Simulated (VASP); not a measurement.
The input files of a VASP run:

**INCAR**
```
AGGAC=0.0
ALGO=Normal
EDIFF=1E-6
EDIFFG=-0.01
ENCUT=520
GGA=BO
IBRION=2
ISIF=3
ISMEAR=1
LASPH=.TRUE.
LCHARG=.FALSE.
LMAXMIX=4
LREAL=.FALSE.
LUSE_VDW=.TRUE.
LWAVE=.FALSE.
NELM=100
NSW=60
PARAM1=0.1833333333
PARAM2=0.22
PREC=Accurate
SIGMA=0.1
SYSTEM=Tl
```

KPOINTS:
```
Automatic
0
gamma
11 11 6
0 0 0
```

POSCAR:
```
Tl
1.0
  1.7822838890  -3.0870063617   0.0000000000
  1.7822838890   3.0870063617   0.0000000000
  0.0000000000   0.0000000000   5.5982386609
Tl
2
Direct
  0.3333330000   0.6666670000   0.2500000000
  0.6666670000   0.3333330000   0.7500000000
```

POTCAR, in this order: Tl_d (PBE.64 set). Program: vasp_std.

**Question.** Translate this optB88-vdW calculation to Quantum ESPRESSO's pw.x.

**Answer.** One equivalent input (not run):
```
&CONTROL
  calculation = 'vc-relax'
  pseudo_dir = './pseudo'
  outdir = './out'
  tprnfor = .true.
  tstress = .true.
  nstep = 60
  forc_conv_thr = 0.00039
/
&SYSTEM
  ibrav = 0
  nat = 2
  ntyp = 1
  ecutwfc = 60.3
  occupations = 'smearing'
  smearing = 'methfessel-paxton'
  degauss = 0.00735
  input_dft = 'vdw-df-obk8'
/
&ELECTRONS
  conv_thr = 7.3e-08
  electron_maxstep = 100
/
&IONS
/
&CELL
/
ATOMIC_SPECIES
  Tl 204.380 Tl.upf
CELL_PARAMETERS angstrom
     1.7822839   -3.0870064   -0.0000000
     1.7822839    3.0870064    0.0000000
    -0.0000000   -0.0000000    5.5982387
ATOMIC_POSITIONS crystal
  Tl   0.3333330  0.6666670  0.2500000
  Tl   0.6666670  0.3333330  0.7500000
K_POINTS automatic
  11 11 6 0 0 0
```
Limits of the translation: the potentials are each code's own (VASP's PAW set, PseudoDojo norm-conserving files in pw.x), so ENCUT and ecutwfc are chosen apart and not converted; conv_thr bounds pw.x's estimated SCF error, while EDIFF bounds the energy change between steps; forc_conv_thr acts on force components and is met together with etot_conv_thr.

The compound is Tl in the hcp structure. This run relaxes it. Symmetry was kept, so distortions that lower it aren't found. The start is the result of an earlier pass.
